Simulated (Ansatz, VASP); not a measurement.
## Two plane-wave programs on Mg6CoBi

INCAR

```
SYSTEM = Mg6CoBi
PREC     = Accurate       ! precision mode
ENCUT    = 520            ! plane-wave cutoff, eV
EDIFF    = 1E-7           ! SCF threshold, eV
ISMEAR   = -1             ! smearing method
SIGMA    = 0.05           ! smearing width, eV
LREAL    = .False.        ! projectors in reciprocal space
LASPH    = .True.         ! aspherical terms in the spheres
NELM     = 150            ! most SCF steps
ALGO     = Normal         ! electronic algorithm
ISIF     = 2              ! what is computed and relaxed
LWAVE    = .False.        ! write WAVECAR
LCHARG   = .False.        ! write CHGCAR
ISPIN    = 2              ! spin polarisation
MAGMOM   = 0 2 0 0 0 0 0 0 ! initial moments
LORBIT   = 11             ! projections on sites
LMAXMIX  = 4              ! l up to which the mixer works
GGA      = PE             ! functional
NBANDS   = 32             ! bands
```

File KPOINTS:

```
Automatic mesh
0
Gamma
  6 5 5
  0 0 0
```

Contents of POSCAR:

```
Mg6CoBi
1.0
    4.8175509923      0.0000000000      0.0000000000
    0.0000000000      3.1286612556      5.4942927740
    0.0000000000     -3.1286612556      5.4942927740
Bi Co Mg
1 1 6
Direct
    0.5000000000      0.6710880000      0.6710880000
    0.0000000000      0.8646570000      0.8646570000
    0.5000000000      0.1697780000      0.1697780000
    0.5000000000      0.6759050000      0.1429530000
    0.5000000000      0.1429530000      0.6759050000
    0.0000000000      0.3324370000      0.3324370000
    0.0000000000      0.8371520000      0.3060300000
    0.0000000000      0.3060300000      0.8371520000
```

Contents of input.yaml:

```yaml
crystal:
  lattice:
    - [4.8175509923, 0.0, 0.0]
    - [0.0, 3.1286612556, 5.494292774]
    - [0.0, -3.1286612556, 5.494292774]
  atoms:
    - { symbol: Bi, position: [0.5, 0.671088, 0.671088] }
    - { symbol: Co, position: [0.0, 0.864657, 0.864657], spin: 2.0 }
    - { symbol: Mg, position: [0.5, 0.169778, 0.169778] }
    - { symbol: Mg, position: [0.5, 0.675905, 0.142953] }
    - { symbol: Mg, position: [0.5, 0.142953, 0.675905] }
    - { symbol: Mg, position: [0.0, 0.332437, 0.332437] }
    - { symbol: Mg, position: [0.0, 0.837152, 0.30603] }
    - { symbol: Mg, position: [0.0, 0.30603, 0.837152] }
hamiltonian:
  xc: pbe
  pseudopotentials: { kind: paw }
magnetization:
  spin_polarized: true
kpoints:
  mp_grid: { grid: [6, 5, 5] }
scf:
  occupations: { method: fermi_dirac, width: 0.05 }
output:
  forces: true
  stress: true
  eigenvalues: true
```

Change from the starting cell: volume scaled by 0.98.

Alike in both runs: task single point; functional PBE; k mesh 6 × 5 × 5; occupations fermi-dirac, width 0.05 eV; collinear spin, ferromagnetic start.

|  | VASP | Ansatz |
| --- | --- | --- |
| version | VASP 6.6.1 | Ansatz 0.2.0 |
| potentials or method | VASP PAW PBE potentials, release 64 (Bi_d, Co, Mg) | Ansatz PAW |
| plane-wave cutoff (eV) | 520 | 420 |
| valence electrons in the cell | 36 | 92 |

Ansatz gave:

```
gap on the k mesh at the Fermi level (eV)                     : none
pressure (GPa)                                                : 1.6
largest component of the traceless stress (GPa)               : 0.10
rms of the force components (eV/Å)                            : 0.026
net moment per atom (μB)                                      : 0.12
size of the moment on the site where the two differ most (μB) : 1.14
```

**Question.** What did VASP give for the same quantities?

**Answer.** gap on the k mesh at the Fermi level (eV): none; pressure (GPa): 1.5; largest component of the traceless stress (GPa): 0.10; rms of the force components (eV/Å): 0.025; net moment per atom (μB): 0.12; size of the moment on the site where the two differ most (μB): 1.11.

Site moments also hang on the region over which each program counts them. Atom by atom the forces differ by 0.001 eV/Å (rms over components). A gap of «none» marks a metal or a gap that the smearing closes. The two sets of potentials don't hold the same shells in valence.

Caveats: spin-orbit coupling is left out, which moves the levels of the heavy elements.
